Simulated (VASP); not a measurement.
Here is a VASP 6.6.1 calculation.

The input INCAR:

```
  PREC = Accurate
  ENCUT = 520
  EDIFF = 1E-6
  ISMEAR = 0
  SIGMA = 0.05
  LREAL = False
  LASPH = True
  NELM = 100
  ALGO = Normal
  ISIF = 2
  LWAVE = False
  LCHARG = False
  GGA = PE
  NBANDS = 16
```

File KPOINTS:

```
Automatic mesh
0
Gamma
  10 10 8
```

File POSCAR:

```
AgB2
1.0
    3.0169326467      0.0000000000      0.0000000000
   -1.5084663233      2.6127403135      0.0000000000
    0.0000000000      0.0000000000      4.0867176842
Ag B
1 2
Direct
    0.0000000000      0.0000000000      0.0000000000
    0.3333333333      0.6666666667      0.5000000000
    0.6666666667      0.3333333333      0.5000000000
```

Potentials or basis: VASP PAW PBE potentials, release 64 (Ag, B).

The run is started by

```console
$ cat potpaw_PBE.64/Ag/POTCAR potpaw_PBE.64/B/POTCAR > POTCAR
$ mpirun -np 1 vasp_std > vasp.out
```

Question: Estimate the pressure.

Answer: -0.1 GPa.

Question: Estimate the band gap on the k mesh.

Answer: None (metal or under the smearing width).
